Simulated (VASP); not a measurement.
Set up this calculation in VASP 6.6.1, as the native input.

| Quantity | Value |
| --- | --- |
| Task | relaxation of cell and atoms |
| Functional | PBE |
| Potentials or basis | VASP PAW PBE potentials, release 64 (Al, B, P) |
| Cutoff | 520 eV |
| k mesh | 3 × 3 × 3 |
| Occupations | gaussian, width 0.15 eV |
| Spin | no spin polarisation |
| Further INCAR settings | PREC = Normal; ALGO = Fast; EDIFF = 0.0001; IBRION = 2; EDIFFG = -0.08; NSW = 24; ISIF = 3 |

The structure of Al4B3P lies in POSCAR:

```
Al4B3P
1.0
    0.0000000000      3.7386579400      3.7386579400
    3.7386579400      0.0000000000      3.7386579400
    3.7386579400      3.7386579400      0.0000000000
Al B P
4 3 1
Direct
    0.1244474400      0.6266576800      0.1244474400
    0.1244474400      0.1244474400      0.1244474400
    0.6266576800      0.1244474400      0.1244474400
    0.1244474400      0.1244474400      0.6266576800
    0.2500000000      0.2500000000      0.2500000000
    0.0000000000      0.0000000000      0.0000000000
    0.7500000000      0.7500000000      0.7500000000
    0.5000000000      0.5000000000      0.5000000000
```

The cell was built by a generator and needn't be a form met in nature.

The input as run:

INCAR

```
ALGO     = Fast           # electronic algorithm
EDIFF    = 1E-4           # SCF threshold, eV
EDIFFG   = -0.08          # ionic threshold
ENCUT    = 520            # plane-wave cutoff, eV
GGA      = PE             # functional
IBRION   = 2              # ionic algorithm
ISIF     = 3              # what is computed and relaxed
ISMEAR   = 0              # smearing method
LASPH    = True           # aspherical terms in the spheres
LCHARG   = False          # write CHGCAR
LREAL    = False          # projectors in reciprocal space
LWAVE    = False          # write WAVECAR
NELM     = 60             # most SCF steps
NSW      = 24             # ionic steps
PREC     = Normal         # precision mode
SIGMA    = 0.15           # smearing width, eV
```

KPOINTS

```
k-points
0
Gamma
  3 3 3
```

Potentials or basis: VASP PAW PBE potentials, release 64 (Al, B, P).

Launch:

```sh
$ cat potpaw_PBE.64/Al/POTCAR potpaw_PBE.64/B/POTCAR potpaw_PBE.64/P/POTCAR > POTCAR
$ mpirun -np 1 vasp_std > vasp.out
```

It gave:

* Relaxed volume: 22.32 Å³/atom
* Relaxed cell: a = 6.321 Å, b = 6.321 Å, c = 6.321 Å, α = 60.00°, β = 60.00°, γ = 60.00°
* Space group after relaxing (to 0.05 Å): F-43m (No. 216)
* Energy gained by relaxing: 1308.5 meV/atom
* Ionic steps: 7
* Pressure after relaxing: 0.1 GPa
* Largest force after relaxing: 0.016 eV/Å
* Band gap on the k mesh: 0.17 eV, indirect (least direct gap 0.37 eV)

Caveat: the k mesh is coarse (spacing up to 0.49 Å⁻¹), so the values aren't converged; the volume moved by over 15 % at a fixed basis, so the end points are rough; an odd mesh through Γ misses points on the zone boundary, where band edges often lie; the relaxation stopped at a loose force limit of 0.08 eV/Å, so its end isn't a converged minimum.

It took 26 s on 1 thread of Intel(R) Xeon(R) Platinum 8488C (Sapphire Rapids), with other jobs on the host, peak memory 0.16 GiB.
